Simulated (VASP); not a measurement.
Ru:

```
Ru
1.0
     2.70580    0.00000    0.00000
    -1.35290    2.34329    0.00000
     0.00000    0.00000    4.28190
Ru
2
Direct
  0.33333 0.66667 0.25000
  0.66667 0.33333 0.75000
```

- Program: VASP 6.6.1
- Task: relaxation of cell and atoms
- Functional: PBEsol
- Potentials or basis: VASP PAW PBE potentials, release 64 (Ru_pv)
- Cutoff: 600 eV
- k mesh: 15 × 15 × 9
- Occupations: methfessel-paxton, width 0.1 eV
- Spin: no spin polarisation

At the start: pressure -6.5 GPa; volume 13.57 Å³/atom.

Task: Where does the relaxation end?

Result: Over 7 steps the energy falls by 5.4 meV/atom and the volume is 13.32 Å³/atom (-1.9 %); space group P6_3/mmc (No. 194, to 0.05 Å).

Step by step:
| step | energy change (eV) | largest force (eV/Å) | pressure (GPa) | volume (Å³) |
| --- | --- | --- | --- | --- |
| 1 | 0.0000 | 0.0000 | -6.50 | 27.15 |
| 2 | 0.1056 | 0.0000 | 25.00 | 25.04 |
| 3 | -0.0108 | 0.0000 | -0.16 | 26.64 |
| 4 | -0.0108 | 0.0000 | -0.02 | 26.63 |
| 5 | -0.0108 | 0.0000 | 0.12 | 26.62 |
| 6 | -0.0108 | 0.0000 | -0.38 | 26.65 |
| 7 | -0.0108 | 0.0000 | -0.04 | 26.63 |

Final structure:
```
CELL_PARAMETERS angstrom
2.68826 0.00000 0.00000
-1.34413 2.32811 0.00000
0.00000 0.00000 4.25530
ATOMIC_POSITIONS crystal
Ru 0.33333 0.66667 0.25000
Ru 0.66667 0.33333 0.75000
```

Caveat: the PAW data sets were made with another functional, which shifts forces and pressure a little.
